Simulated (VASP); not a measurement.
Data:

```
FeNi3
1.0
    3.51447     0.00000     0.00000
    0.00000     3.51447     0.00000
    0.00000     0.00000     3.51447
Fe Ni
1 3
Direct
  0.00000   0.00000   0.00000
  0.00000   0.50000   0.50000
  0.50000   0.00000   0.50000
  0.50000   0.50000   0.00000
```
Starting moments (μB, in the order of the record's atoms Fe Ni Ni Ni): 2.9 0.6 0.6 0.6.

Level of theory: PBE GGA, VASP's PBE PAW potentials (set 64) (plane waves; VASP 6.6.1). Settings: 480 eV cut-off, 8×8×8 Γ-centred mesh, first-order Methfessel-Paxton smearing of 0.10 eV, potentials Fe Ni.

### Question
Predict the cell moment, energy per atom (σ→0), pressure, band gap (on the k-mesh) with the smallest direct gap where there is one.

### Answer

```
Property                                                    Result
------------------------  ----------------------------------------
band gap (on the k-mesh)  none (metal, semimetal or under 0.01 eV)
cell moment                                                4.74 μB
energy per atom (σ→0)                               -6.244 eV/atom
pressure                                                  4.99 GPa
```

### Question
Give the moment on each site (PAW-sphere projection).

### Answer

| site | moment (μB) |
|---|---|
| Fe1 | 2.88 |
| Ni2 | 0.63 |
| Ni3 | 0.63 |
| Ni4 | 0.63 |

The compound is Ni3Fe in the L1_2 structure. It was relaxed first under an external pressure of 5 GPa.
